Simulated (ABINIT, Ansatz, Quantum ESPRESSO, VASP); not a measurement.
# Code comparison for WS₂ (P6_3/mmc, 6 atoms in the cell)

Self-consistent single point, at a second geometry (lattice scaled by 0.98). First geometry:

```xyz
6
Lattice="1.5750 -2.7280 0.0000 1.5750 2.7280 0.0000 0.0000 0.0000 12.3200" Properties=species:S:1:pos:R:3 pbc="T T T"
W      1.5750     0.9093     3.0800
W      1.5750    -0.9093     9.2400
S      1.5750     0.9093    10.8170
S      1.5750    -0.9093     4.6570
S      1.5750    -0.9093     1.5030
S      1.5750     0.9093     7.6630
```

Shared settings, as Ansatz (a first-principles code) writes them: kpoints.mp_grid.grid = 7 7 2; scf.occupations.method = fermi_dirac; scf.occupations.width = 0.0015 Ry. Potentials and cutoffs stand in the table.

```csv
code,model,ΔF from the first geometry (meV/atom),pressure (GPa),largest force (eV/Å),cutoff
ABINIT,"PBE, norm-conserving pseudopotentials (PseudoDojo nc-sr-05 PBE standard)",63.9,16.17,1.180,37 Ha
Ansatz,"PBE, default PAW files",63.6,16.14,1.175,default
VASP,"PBE, VASP's PBE PAW potentials (set 64)",64.4,15.55,1.182,300 eV
Quantum ESPRESSO,"PBE, SSSP 1.1.2 efficiency (PBE) pseudopotentials",65.2,15.32,1.219,40 Ry
```

For VASP (by 0.7 GPa) and Quantum ESPRESSO (by 1.1 GPa) the energy change implies a higher mean pressure, against the two pressures, than for the other programs: a sign of finite-basis (Pulay) stress.

On Ansatz's run: spin-orbit coupling is off. Spin polarisation is off.

The spread over the programs that give each value: ΔF from the first geometry within 1.6 meV/atom; pressure within 0.85 GPa; largest force within 0.044 eV/Å.

Ansatz's pressure is given at a fixed set of plane waves, as the other plane-wave codes print theirs; with its correction for the finite basis it is 16.18 GPa.

This mesh misses zone-boundary points where a band edge of such crystals can lie, so no gaps are given.

VASP's run is marked for a possible Pulay error in its stress at this cutoff; no cutoff test was made.

The starting cell has typed, rounded lattice constants, without a prior relaxation at this level. For this run, on top of that: lattice scaled by 0.98.

Left out of this page: CP2K, Elk, FLEUR and SIESTA (not drawn, or without a comparable value).

Keys are those of Ansatz 0.2.
